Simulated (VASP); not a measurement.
# BN (Qingsongite): excitons from the Bethe-Salpeter equation, part 4 of 4

What does the electron-hole attraction do to the spectrum of BN (Qingsongite)? The cell is of the zinc-blende type, one of the forms listed for this formula. The start is a cell from a database of measured crystal structures.

VASP 6.6.1, plane waves and PAW; the level of theory is named at each step.

So far. Step 4 (G0W0): GW takes the gap from 4.460 to 5.736 eV. The value holds for 32 bands, ENCUTGW = 100 eV and this mesh, and isn't shown to be converged in them. Step 5 (BSE, Tamm-Dancoff): The lowest excitation lies at 10.349 eV, -462 meV against the direct gap of these orbitals. No second mesh in this session tests these energies, peaks and heights.

### 6. Independent quasiparticles

This step: BSE on G0W0 on PBE, independent quasiparticles; plane waves and PAW (N_GW, B_GW) (VASP 6.6.1).

With LADDER and LHARTREE off the pairs don't interact at all, so the lowest line must equal the direct gap.

INCAR reads:

```
SYSTEM = BN
PREC = Accurate
ENCUT = 450
ISMEAR = 0
SIGMA = 0.01
LREAL = .FALSE.
GGA = PE
NBANDS = 32
ALGO = BSE
NBANDSO = 3
NBANDSV = 4
OMEGAMAX = 25
NEDOS = 1000
CSHIFT = 0.1
PRECFOCK = Fast
LWAVE = .FALSE.
LCHARG = .FALSE.
ENCUTGW = 100
ANTIRES = 0
LADDER = .FALSE.
LHARTREE = .FALSE.
```

POSCAR reads:

```
BN
1.0
    0.0000000000      1.8075000000      1.8075000000
    1.8075000000      0.0000000000      1.8075000000
    1.8075000000      1.8075000000      0.0000000000
N B
1 1
Direct
    0.7500000000      0.7500000000      0.7500000000
    0.0000000000      0.0000000000      0.0000000000
```

KPOINTS reads:

```
Automatic mesh
0
Gamma
10 10 10
0 0 0
```

The projector-augmented-wave data sets are N_GW and B_GW (PBE family, release 64).

On the command line:

```bash
mpirun -np 8 vasp_std
```

The program printed:

```text
[banner, memory and clock lines left out]
 LDA part: xc-table for (Slater+PW92), standard interpolation
 found WAVECAR, reading the header
 POSCAR, INCAR and KPOINTS ok, starting setup
 FFT: planning ... GRIDC
 FFT: planning ... GRID_SOFT
 FFT: planning ... GRID
 reading WAVECAR
 the WAVECAR file was read successfully
 initial charge from wavefunction
 available memory per node:     77.01 GB, setting MAXMEM to     78857

 Doing            0  frequencies on each core in blocks of            0
 parallelization over k-points
 Using distributed matrix
 Using distributed eigensolver
 allocating two-electron 4 orbital integral table    3    4    3    4
 BSE setting up matrix
 available memory per node:     77.72 GB, setting MAXMEM to     79589
 Calculate matrix elements of the BSE Hamiltonian:
 Workload is divided into blocks of two-electron 4 orbital integrals computed in
  parallel.
 Each block/integral has dimensions  of (   3,   4,   3,   4) orbitals
 Total number of blocks/integrals:               500500
 Number of spins:                                     1
 Number of kpoints:                                1000
 Spin channel:                                        1
  Number of blocks of unoccupied bands:               1
  Number of blocks of occupied bands:                 1
 Number of rows/columns of blocks:                 1000

                                                        Time (sec)
               Integrals                 Ranks       Real         CPU
  [         1 -       8000/    500500]     8         0.93        0.00
  [      8001 -      16000/    500500]     8         1.80        0.00
  [     16001 -      24000/    500500]     8         2.70        0.00
  [     24001 -      32000/    500500]     8         3.81        0.00
  [     32001 -      40000/    500500]     8         4.72        0.00
  [     40001 -      48000/    500500]     8         5.77        0.00
  [     48001 -      56000/    500500]     8         7.04        0.00
  [     56001 -      64000/    500500]     8         8.74        0.00
  [     64001 -      72000/    500500]     8        10.43        0.00
  [     72001 -      80000/    500500]     8        12.23        0.00
  [     80001 -      88000/    500500]     8        13.99        0.00
  [     88001 -      96000/    500500]     8        15.07        0.00
  [     96001 -     104000/    500500]     8        15.98        0.00
  [    104001 -     112000/    500500]     8        16.85        0.00
  [    112001 -     120000/    500500]     8        17.64        0.00
  [    120001 -     128000/    500500]     8        18.53        0.00
  [    128001 -     136000/    500500]     8        19.55        0.00
  [    136001 -     144000/    500500]     8        20.64        0.00
  [    144001 -     152000/    500500]     8        21.75        0.00
  [    152001 -     160000/    500500]     8        23.08        0.00
  [    160001 -     168000/    500500]     8        24.08        0.00
  [    168001 -     176000/    500500]     8        24.86        0.00
  [    176001 -     184000/    500500]     8        25.50        0.00
  [    184001 -     192000/    500500]     8        26.15        0.00
  [    192001 -     200000/    500500]     8        26.80        0.00
  [    200001 -     208000/    500500]     8        27.45        0.00
  [    208001 -     216000/    500500]     8        28.06        0.00
  [    216001 -     224000/    500500]     8        28.64        0.00
  [    224001 -     232000/    500500]     8        29.24        0.00
  [    232001 -     240000/    500500]     8        29.82        0.00
  [    240001 -     248000/    500500]     8        30.39        0.00
  [    248001 -     256000/    500500]     8        30.95        0.00
  [    256001 -     264000/    500500]     8        31.51        0.00
  [    264001 -     272000/    500500]     8        32.04        0.00
  [    272001 -     280000/    500500]     8        32.61        0.00
  [    280001 -     288000/    500500]     8        33.16        0.00
  [    288001 -     296000/    500500]     8        33.71        0.00
  [    296001 -     304000/    500500]     8        34.25        0.00
  [    304001 -     312000/    500500]     8        34.82        0.00
  [    312001 -     320000/    500500]     8        35.40        0.00
  [    320001 -     328000/    500500]     8        36.00        0.00
  [    328001 -     336000/    500500]     8        36.49        0.00
  [    336001 -     344000/    500500]     8        36.99        0.00
  [    344001 -     352000/    500500]     8        37.49        0.00
  [    352001 -     360000/    500500]     8        37.99        0.00
  [    360001 -     368000/    500500]     8        38.50        0.00
  [    368001 -     376000/    500500]     8        39.00        0.00
  [    376001 -     384000/    500500]     8        39.47        0.00
  [    384001 -     392000/    500500]     8        39.93        0.00
  [    392001 -     400000/    500500]     8        40.43        0.00
  [    400001 -     408000/    500500]     8        40.95        0.00
  [    408001 -     416000/    500500]     8        41.46        0.00
  [    416001 -     424000/    500500]     8        41.93        0.00
  [    424001 -     432000/    500500]     8        42.42        0.00
[...]
[    496001 -     500000/    500500]     8        46.69        0.00
  [    500001 -     500500/    500500]     8        46.76        0.00

[... 7 parts as in an earlier step ...]
```

Run time: 3.7 min. Hardware: 8 MPI ranks of AMD EPYC 7R43, shared host; peak memory 6.4 GiB.

From OUTCAR (step 6):

```text
   NELECT =       8.0000    total number of electrons

 E-fermi :   9.9181

[... 8 parts as in an earlier step ...]

[... 2 further parts left out ...]
```

This step gave:

| Property | Result |
| --- | --- |
| lowest excitation | 10.81 eV |

The imaginary dielectric function, xx has structure finer than the step of the table below, so its rows give means over 1 eV, whole bins alone (the curve runs from 0 to 25 eV). Peaks (eV: height): 11.8: 8.12, 13.2: 15.0, 14.0: 15.7, 14.3: 13.1, 14.8: 13.9, 15.6: 9.79, 16.1: 14.2.

From 3 filled and 4 empty bands alone, without any pair above OMEGAMAX = 25 eV, so strength is missing wherever others contribute; lines are broadened by CSHIFT, which also makes the tail under the first line. Imaginary dielectric function, xx against photon energy; means over each step:

```tsv
photon energy (eV)	imaginary dielectric function, xx
1	0.00289
2	0.00597
3	0.00945
4	0.0137
5	0.0191
6	0.0266
7	0.0378
8	0.0565
9	0.0935
10	0.210
11	2.34
12	6.33
13	9.96
14	12.5
15	9.00
16	8.83
17	3.90
18	4.27
19	2.57
20	3.02
21	1.71
22	0.705
23	1.17
24	0.633
```

The lowest excitation lies at 10.811 eV, +462 meV against the Tamm-Dancoff singlet. No second mesh in this session tests these energies, peaks and heights.

### 7. Summary

This step: BSE on G0W0 on PBE; plane waves and PAW (VASP 6.6.1).

Derived from the runs above.

Cost is wall time times ranks on a shared host, for this step alone, without the steps before it. Excitations by level:

```tsv
level	first excitation (eV)	cost (core minutes)
BSE, Tamm-Dancoff	10.35	117.9
independent quasiparticles	10.81	29.21
```

### 8. Results

```json
{
  "BSE, Tamm-Dancoff": "lowest vertical excitation 10.349 eV; direct gap 10.811 eV",
  "independent quasiparticles": "lowest vertical excitation 10.811 eV; direct gap 10.811 eV"
}
```

The Bethe-Salpeter equation puts the lowest vertical singlet excitation at 10.349 eV, 0.46 eV below the direct gap of 10.811 eV; the states within 10 meV of it carry 60 % of the strength of the strongest such group among the lowest 40 states. The spectra were run on one mesh, so the distance from the gap isn't shown to be converged; coarse meshes tend to overstate it. Bands, response cutoff and mesh of the GW step weren't tested in this session. Only vertical pairs enter; the least gap on the mesh is indirect, 5.736 eV, and its phonon-assisted absorption is absent. Only the bands set by NBANDSO and NBANDSV form pairs, and any pair above OMEGAMAX = 25 eV is dropped, so the spectrum is that of this window; the window can cut degenerate bands. Not tabulated here, as repeats of values shown or as unfit to read for their mesh, reference level or band range: eps2 curves (empty bands); eps1 curves and static values (BSE, empty bands, independent quasiparticles); line lists of runs without attraction (independent quasiparticles).

[Lines on the potential files, build, host, timing and source positions are cut from VASP's logs without a mark.]

[Logs are printed without paths, hosts, clocks, repeated set-up lines and the standing remarks that a program may print on its own settings, such as how far it seeks lower states.]

[Hosts, paths, dates, database ids (printed as entryN), source tags and the programs' standing remarks are cut or masked in the printed files.]

[Pressures printed for these runs are not shown converged in the cutoff: they can be off by several GPa and have the wrong sign.]
